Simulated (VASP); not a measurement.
VASP runs on Ta$_{2}$N share one base input (PBE GGA, plane waves, VASP's PBE PAW potentials (set 64)) and change the settings named in each case.

File POSCAR:
```
Ta2N
1
    2.8916510000     0.0000000000     0.0000000000
   -1.4458250000     2.5042430000     0.0000000000
    0.0000000000     0.0000000000    16.3510660000
N Ta
1 2
Direct
  0.0000000000   0.0000000000   0.5000000000
  0.3333330000   0.6666670000   0.5718930000
  0.6666670000   0.3333330000   0.4281070000
```

### INCAR
```
SYSTEM = Ta2N
PREC = Accurate; ENCUT = 400; LREAL = .FALSE.
LASPH = .TRUE.
EDIFF = 1E-6; NELM = 100; ALGO = Normal
LMAXMIX = 6
ISMEAR = 1; SIGMA = 0.272
GGA = PE
ISIF = 2
LWAVE = .FALSE.; LCHARG = .FALSE.
```

### KPOINTS
```
Automatic mesh
0
Gamma
9 9 1
0 0 0
```

POTCAR, in this order: N Ta_pv (PBE.64 set). Program: vasp_std.

```
change                                           E(σ→0) (eV/atom)  largest force (eV/Å)  −TS (eV)
-----------------------------------------------  ----------------  --------------------  --------
base run                                                 -10.1317                 2.897   -0.0113
GGA removed, POTCAR N Ta_pv (LDA.64 set)                 -11.2593                 1.877   -0.0203
GGA = PS                                                 -10.8546                 2.235   -0.0131
GGA = RP                                                  -9.6204                 3.175   -0.0074
GGA = RE                                                  -9.7170                 3.098   -0.0083
GGA removed, LMIXTAU = .TRUE., METAGGA = R2SCAN          -34.9948                 2.888    0.0054
GGA = 91                                                 -10.0864                 3.064   -0.0151
```
 Energies of different potentials or functionals have different zeros.  The cell holds a wide vacuum, so values per volume refer to the whole cell. Unless said otherwise, spin-orbit coupling is left out, though it shifts the bands of the heavy elements here.

Left out are runs that ran out of time, are held back, or changed the cell or the kind of run, fixed moments of cells without a moment, rows past the twelfth, gaps on odd meshes, pressures of charged cells and columns that move by less than the noise.

The cell is a sheet or thin cut with vacuum, built from a generated structure.
